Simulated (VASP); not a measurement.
```xyz
1
Lattice="0.0000 2.8163 2.8163 2.8163 0.0000 2.8163 2.8163 2.8163 0.0000" Properties=species:S:1:pos:R:3 pbc="T T T"
Ca     0.0000     0.0000     0.0000
```

All values below come from PBEsol GGA, VASP's PBE PAW potentials (set 64) (plane waves; VASP). Numerical set-up: EDIFF = 1E-04, 300 eV cut-off, 4×4×4 Γ-centred mesh shifted by (0.5, 0.5, 0.5), Fermi-Dirac smearing of 0.14 eV, potentials Ca_sv.

At this cut-off the stress carries a Pulay error, which pulls relaxed volumes low. Energy and stress use the plane-wave basis of the starting cell.

Q: The ions, cell shape and volume are relaxed. Which structure does the run end with?

A: 
```xyz
1
Lattice="0.0000 2.7210 2.7210 2.7210 0.0000 2.7210 2.7210 2.7210 0.0000" Properties=species:S:1:pos:R:3 pbc="T T T"
Ca     0.0000     0.0000     0.0000
```
Space group Fm-3m (225), at a tolerance of 0.03 Å.

Q: How do energy and volume change from the first to the last step?

A: The energy (σ→0) changes by -24.9 meV/atom and the volume by -9.8 %, in 5 ionic steps.

```csv
step,E(σ→0) (eV),max force (eV/Å),pressure (GPa),volume (Å³)
1,-2.1153,0.000,-1.52,44.67
2,-2.1360,0.000,-0.73,41.99
3,-2.1401,0.000,-0.05,40.56
4,-2.1402,0.000,-0.07,40.47
5,-2.1402,0.000,-0.01,40.29
```

The structure comes from a computed database's Ca entry; how it stands against other phases isn't given here. This run relaxes it. Symmetry was kept, so distortions that lower it aren't found. The k-mesh is coarse (spacing up to 0.50 per Å, 2π included), so the numbers may not be converged in it. The run is one of a series of settings (EDIFF = 1E-04, EDIFFG = -0.01, IBRION = 2, ISIF = 3, NSW = 50, KPOINTS 4×4×4 Γ-centred mesh shifted by (0.5, 0.5, 0.5) against the base run), some of them coarse on purpose.
